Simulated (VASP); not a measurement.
All values below come from PBE GGA, VASP's PBE PAW potentials (set 64) (plane waves; VASP).

VASP input:

INCAR:
```
# general
SYSTEM  = TiTe2
PREC    = Accurate
ENCUT   = 300
LREAL   = .FALSE.
LASPH   = .TRUE.

# electronic loop
EDIFF   = 1E-6
NELM    = 100
ALGO    = Normal
LMAXMIX = 4

# smearing
ISMEAR  = 0
SIGMA   = 0.1

# functional
GGA     = PE

# ions
ISIF    = 2

# output
LWAVE   = .FALSE.
LCHARG  = .FALSE.
```

### KPOINTS
```
K-points
0
G
5 5 1
```

KPOINTS_OPT:
```
k-points along high-symmetry lines
20
Line-mode
Reciprocal
  0.000000   0.000000   0.000000 ! GAMMA
  0.500000   0.000000   0.000000 ! M

  0.500000   0.000000   0.000000 ! M
  0.333333   0.333333   0.000000 ! K

  0.333333   0.333333   0.000000 ! K
  0.000000   0.000000   0.000000 ! GAMMA
```

### POSCAR
```
TiTe2
1
    3.8770170000     0.0000000000     0.0000000000
   -1.9385090000     3.3575950000     0.0000000000
    0.0000000000     0.0000000000    17.1706300000
Ti Te
1 2
Direct
  0.0000000000   0.0000000000   0.5000000000
  0.3333330000   0.6666670000   0.5923270000
  0.6666670000   0.3333330000   0.4076730000
```

POTCAR, in this order: Ti_sv Te (PBE.64 set). Program: vasp_std.

What VASP printed:

File OSZICAR:
```
       N       E                     dE             d eps       ncg     rms          rms(c)
DAV:   1     0.117204683145E+03    0.11720E+03   -0.88861E+03   200   0.804E+02
DAV:   2    -0.392065053595E+01   -0.12113E+03   -0.12007E+03   208   0.236E+02
DAV:   3    -0.178598456333E+02   -0.13939E+02   -0.13858E+02   304   0.663E+01
DAV:   4    -0.184554292465E+02   -0.59558E+00   -0.59511E+00   208   0.137E+01
DAV:   5    -0.184967467984E+02   -0.41318E-01   -0.41315E-01   264   0.279E+00    0.120E+01
DAV:   6    -0.184576774719E+02    0.39069E-01   -0.53217E+01   240   0.446E+01    0.162E+01
DAV:   7    -0.164705657403E+02    0.19871E+01   -0.44682E+01   224   0.397E+01    0.605E+00
DAV:   8    -0.160706735830E+02    0.39989E+00   -0.20379E+00   200   0.999E+00    0.224E+00
DAV:   9    -0.160606270705E+02    0.10047E-01   -0.97597E-01   224   0.633E+00    0.167E+00
DAV:  10    -0.160363860951E+02    0.24241E-01   -0.36202E-01   208   0.437E+00    0.754E-01
DAV:  11    -0.160340691944E+02    0.23169E-02   -0.37354E-02   192   0.150E+00    0.215E-01
DAV:  12    -0.160338656491E+02    0.20355E-03   -0.26594E-03   200   0.394E-01    0.176E-01
DAV:  13    -0.160336757510E+02    0.18990E-03   -0.18883E-03   208   0.205E-01    0.762E-02
DAV:  14    -0.160335487232E+02    0.12703E-03   -0.31412E-04   208   0.132E-01    0.425E-02
DAV:  15    -0.160335733701E+02   -0.24647E-04   -0.67787E-05   224   0.415E-02    0.274E-02
DAV:  16    -0.160336223179E+02   -0.48948E-04   -0.17462E-04   208   0.819E-02    0.344E-02
DAV:  17    -0.160336630927E+02   -0.40775E-04   -0.13360E-05   208   0.256E-02    0.179E-02
DAV:  18    -0.160337126350E+02   -0.49542E-04   -0.10119E-05   192   0.196E-02    0.766E-03
DAV:  19    -0.160337444851E+02   -0.31850E-04   -0.16320E-06   144   0.889E-03    0.942E-03
DAV:  20    -0.160337667032E+02   -0.22218E-04   -0.95559E-07   144   0.364E-03    0.436E-03
DAV:  21    -0.160337708295E+02   -0.41263E-05   -0.21158E-07   112   0.174E-03    0.247E-03
DAV:  22    -0.160337722773E+02   -0.14478E-05   -0.30860E-07    88   0.407E-03    0.702E-04
DAV:  23    -0.160337726146E+02   -0.33734E-06   -0.91371E-08    80   0.152E-03
   1 F= -.16033773E+02 E0= -.16027560E+02  d E =-.124255E-01
       N       E                     dE             ncg
       N       E                     dE             ncg
       N       E                     dE             ncg
       N       E                     dE             ncg
       N       E                     dE             ncg
       N       E                     dE             ncg
       N       E                     dE             ncg
       N       E                     dE             ncg
       N       E                     dE             ncg
       N       E                     dE             ncg
       N       E                     dE             ncg
       N       E                     dE             ncg
```

OUTCAR:
```
------------------------ aborting loop because EDIFF is reached ----------------------------------------
  FORCE on cell =-STRESS in cart. coord.  units (eV):
  Direction    XX          YY          ZZ          XY          YZ          ZX
  --------------------------------------------------------------------------------------
  Total        0.1774035      0.1774035      2.8089663     -0.0000000      0.0000000     -0.0000000
  in kB        1.2716292      1.2716291     20.1346860     -0.0000002      0.0000000     -0.0000000
  external PRESSURE =       7.5593148 kB  Pullay stress =       0.0000000 kB
  volume of cell :      223.52
      direct lattice vectors                 reciprocal lattice vectors
     3.877017000  0.000000000  0.000000000     0.257930259  0.148916152  0.000000000
    -1.938509000  3.357595000  0.000000000     0.000000000  0.297832228  0.000000000
     0.000000000  0.000000000 17.170630000     0.000000000  0.000000000  0.058238981
 POSITION                                       TOTAL-FORCE (eV/Angst)
 -----------------------------------------------------------------------------------
      0.00000      0.00000      8.58531         0.000000      0.000000      0.000000
     -0.00000      2.23840     10.17063        -0.000000     -0.000000      0.912449
      1.93851      1.11920      7.00000         0.000000      0.000000     -0.912449
 -----------------------------------------------------------------------------------
    total drift:                               -0.000000      0.000000      0.000000
  FREE ENERGIE OF THE ION-ELECTRON SYSTEM (eV)
  ---------------------------------------------------
  free  energy   TOTEN  =       -16.0337726146 eV

  energy  without entropy=      -16.0213470814  energy(sigma->0) =      -16.02755985
```
(Selected blocks of OUTCAR.)

At this cut-off the stress carries a Pulay error, which pulls relaxed volumes low. The cell holds a wide vacuum, so values per volume refer to the whole cell.

The cell is a sheet with vacuum, built from a generated structure.
